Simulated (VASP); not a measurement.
Data:

```
Si
1.0
    0.00000     2.71782     2.71782
    2.71782     0.00000     2.71782
    2.71782     2.71782     0.00000
Si
2
Cartesian
  0.00000   0.00000   0.00000
  1.35891   1.35891   1.35891
```

All values below come from PBEsol GGA, VASP's PBE PAW potentials (set 64) (plane waves; VASP 6.6.1). Run with 480 eV cut-off, 8×8×8 Γ-centred mesh, Gaussian smearing of 0.050 eV, potentials Si.

Energy and stress use the plane-wave basis of the starting cell.

Problem. The ions, cell shape and volume at an external pressure of 2.0 GPa are relaxed. Predict the relaxed structure.

Solution. 
```
Si
1.0
    0.00000     2.69948     2.69948
    2.69948     0.00000     2.69948
    2.69948     2.69948     0.00000
Si
2
Direct
  0.00000   0.00000   0.00000
  0.25000   0.25000   0.25000
```
Space group Fd-3m (227), at a tolerance of 0.03 Å.

Problem. How do energy and volume change from the first to the last step?

Solution. The energy (σ→0) changes by +2.5 meV/atom and the volume by -2.0 %, in 3 ionic steps.

The compound is Si in the diamond structure. This run relaxes it under an external pressure of 2 GPa. Symmetry was kept, so distortions that lower it aren't found.
